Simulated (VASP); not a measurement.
Given:

```xyz
3
Lattice="-1.6421 1.6342 3.9843 1.6421 -1.6342 3.9843 1.6421 1.6342 -3.9843" Properties=species:S:1:pos:R:3 pbc="T T T"
Si     0.0000     0.0000     5.2991
Si     0.0000     0.0000     2.6695
Mo     0.0294     0.0000     0.0000
```

Calculation: PBE GGA, VASP's PBE PAW potentials (set 64) (plane waves; VASP 6.6.1). Run with 400 eV cut-off, 6×6×6 Monkhorst-Pack mesh, first-order Methfessel-Paxton smearing of 0.10 eV, potentials Si Mo_sv.

**Question.** Which forces act on the atoms, in eV/Å?

**Answer.** 
```
atom      Fx     Fy      Fz
----  ------  -----  ------
Si1    0.109  0.000  -0.089
Si2    0.109  0.000   0.089
Mo3   -0.218  0.000   0.000
```

**Question.** Give the stress tensor in GPa (positive for a compressed cell).

**Answer.** 
```
-9.91   0.00   0.00
 0.00  -9.09   0.00
 0.00   0.00  -8.41
```
The pressure is its mean diagonal, -9.14 GPa.

The compound is MoSi2 in the MoSi2 type structure. The cell was not relaxed at this level. The k-mesh is coarse (spacing up to 0.45 per Å, 2π included), so the numbers may not be converged in it. The run is one of a series of settings (KPOINTS 6×6×6 Monkhorst-Pack mesh against the base run), some of them coarse on purpose.
